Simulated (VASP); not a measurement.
Given:

```
C
1.0
    0.00000     1.78728     1.78728
    1.78728     0.00000     1.78728
    1.78728     1.78728     0.00000
C
2
Direct
  0.00000   0.00000   0.00000
  0.25000   0.25000   0.25000
```

Calculation: PW91 GGA, VASP's PBE PAW potentials (set 64) (plane waves; VASP 6.6.1). Run with 520 eV cut-off, Gaussian smearing of 0.050 eV, potentials C.

Give the energies of bands 2 to 7 at the high-symmetry points, in eV from the valence-band maximum.

```
band     Γ       X       U       L       W
----  ----  ------  ------  ------  ------
2     0.00  -12.68  -11.65  -13.26  -11.90
3     0.00   -6.23   -9.22   -2.77   -8.23
4     0.00   -6.23   -5.31   -2.77   -8.23
5     5.60    4.79    5.70    8.46   10.61
6     5.60    4.79   10.72    8.46   10.61
7     5.60   16.68   14.28    8.79   12.25
```

The gap is indirect, 4.16 eV, from the valence maximum at Γ to the conduction minimum at Γ-X at 0.71.

The compound is C in the diamond structure. It was relaxed first.
